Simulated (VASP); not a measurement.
Energy against volume of Rh (fcc). Level of theory: PBE GGA, VASP's PBE PAW potentials (set 64) (plane waves; VASP). Settings: 520 eV cut-off, 16×16×16 Γ-centred mesh, first-order Methfessel-Paxton smearing of 0.10 eV, potentials Rh_pv.

```tsv
V (Å³/atom)	E (eV/atom)
13.198	-7.21007
13.619	-7.24611
14.040	-7.25758
14.461	-7.24863
```

Fit these four points and predict the energy of the run at 14.883 Å³/atom.

A cubic in V^(−2/3), the third-order Birch-Murnaghan form, passes through the four points with V0 = 14.05 Å³/atom and B0 = 257 GPa, and gives -7.2227 eV/atom there. The run gave -7.2227 eV/atom, -0.1 meV/atom from the fit; all five points give B0 = 257 GPa.

The compound is Rh in the fcc structure. It was relaxed first.
